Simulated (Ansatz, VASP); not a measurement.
**One calculation of AlSn, two programs**

```
Sn Al
1.0
     4.14137    0.00000    0.00000
    -2.07068    3.58653    0.00000
     0.00000    0.00000    3.26215
Sn Al
1 1
Direct
  0.33333 0.66667 0.50000
  0.00000 0.00000 0.00000
```

Change from the starting cell: volume scaled by 0.96.

Alike in both runs: task single point; functional PBE; k mesh 7 × 7 × 8; occupations fermi-dirac, width 0.05 eV; no spin polarisation.

|  | VASP | Ansatz |
| --- | --- | --- |
| version | VASP 6.6.1 | Ansatz 0.2.0 |
| potentials or method | VASP PAW PBE potentials, release 64 (Sn_d, Al) | Ansatz PAW |
| plane-wave cutoff (eV) | 520 | 420 |
| valence electrons in the cell | 17 | 17 |

Ansatz gave:

- gap on the k mesh at the Fermi level (eV): none
- pressure (GPa): 2.6
- largest component of the traceless stress (GPa): 0.63

Which values does VASP return?

gap on the k mesh at the Fermi level (eV): none; pressure (GPa): 2.5; largest component of the traceless stress (GPa): 0.62.

A gap of «none» marks a metal or a gap that the smearing closes.
